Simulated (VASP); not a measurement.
Consider the following.

```yaml
crystal:
  lattice:
    - [0.00000, 2.83386, 2.83386]
    - [2.83386, 0.00000, 2.83386]
    - [2.83386, 2.83386, 0.00000]
  atoms:
    - { symbol: Ga, position: [0.00000, 0.00000, 0.00000] }
    - { symbol: As, position: [0.75000, 0.75000, 0.75000] }
```

Method: r2SCAN meta-GGA, VASP's PBE PAW potentials (set 64) (plane waves; VASP). Numerical set-up: PREC = Normal, EDIFF = 1E-5, 400 eV cut-off, 9×9×9 Γ-centred mesh, Gaussian smearing of 0.050 eV, potentials Ga_d As.

Problem. Estimate the energy per atom (σ→0), band gap (on the k-mesh) with the smallest direct gap where there is one.

Solution. 
```
Property                                      Result
-----------------------------------  ---------------
band gap (on the k-mesh)                     0.94 eV
smallest direct gap (on the k-mesh)          0.94 eV
energy per atom (σ→0)                -13.526 eV/atom
```

Total energies compare only between runs with the same potentials, cut-off and functional.

The compound is GaAs in the zinc blende structure. It was relaxed first.
